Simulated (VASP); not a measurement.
A VASP calculation is set up with these files.

**KPOINTS**
```
Automatic mesh
0
Gamma
4 4 7
0 0 0
```

### POSCAR
```
Cd3HgS4
1
    0.0010249090     5.8398605962     5.8356447435
    5.8398605962     0.0010249090     5.8356447435
    2.9204427526     2.9204427526    -0.0000000000
Hg S Cd
1 4 3
Direct
  0.9998236644   0.9998236644   0.0003526712
  0.1264289759   0.1264289759   0.2471420482
  0.1257068575   0.6226965431   0.2515965995
  0.6226965431   0.1257068575   0.2515965995
  0.6249825367   0.6249825367   0.2500349266
  0.9994080537   0.5006325714   0.9999593748
  0.5006325714   0.9994080537   0.9999593748
  0.5003207973   0.5003207973   0.9993584056
```

**INCAR**
```
SYSTEM = Cd3HgS4
PREC = Accurate
ENCUT = 400
EDIFF = 1E-7
NELM = 100
ALGO = Normal
LREAL = .FALSE.
LASPH = .TRUE.
ISMEAR = -5
GGA = PS
LMAXMIX = 6
LWAVE = .FALSE.
LCHARG = .TRUE.
LORBIT = 11
NEDOS = 601
ISIF = 2
LEFG = .TRUE.
```

POTCAR, in this order: Hg S Cd (PBE.64 set). Program: vasp_std.

Problem. Translate this PBEsol calculation to Quantum ESPRESSO's pw.x.

Solution. One equivalent input (not run):
```
&CONTROL
  calculation = 'scf'
  pseudo_dir = './pseudo'
  outdir = './out'
  tprnfor = .true.
  tstress = .true.
/
&SYSTEM
  ibrav = 0
  nat = 8
  ntyp = 3
  ecutwfc = 102
  occupations = 'tetrahedra'
  input_dft = 'pbesol'
/
&ELECTRONS
  conv_thr = 7.3e-09
  electron_maxstep = 100
/
ATOMIC_SPECIES
  Hg 200.592 Hg.upf
  S 32.060 S.upf
  Cd 112.414 Cd.upf
CELL_PARAMETERS angstrom
     0.0010249    5.8398606    5.8356447
     5.8398606    0.0010249    5.8356447
     2.9204428    2.9204428   -0.0000000
ATOMIC_POSITIONS crystal
  Hg   0.9998237  0.9998237  0.0003527
  S    0.1264290  0.1264290  0.2471420
  S    0.1257069  0.6226965  0.2515966
  S    0.6226965  0.1257069  0.2515966
  S    0.6249825  0.6249825  0.2500349
  Cd   0.9994081  0.5006326  0.9999594
  Cd   0.5006326  0.9994081  0.9999594
  Cd   0.5003208  0.5003208  0.9993584
K_POINTS automatic
  4 4 7 0 0 0
```
The two are equivalent in intent, not identical: the potentials are each code's own (VASP's PAW set, PseudoDojo norm-conserving files in pw.x), so ENCUT and ecutwfc are chosen apart and not converted; conv_thr bounds pw.x's estimated SCF error, while EDIFF bounds the energy change between steps; the field gradients of LEFG aren't asked of the other code.

The structure was generated: Cd3HgS4 was put into an ordered model structure (Amm2), which need not be its known phase. It was relaxed first.
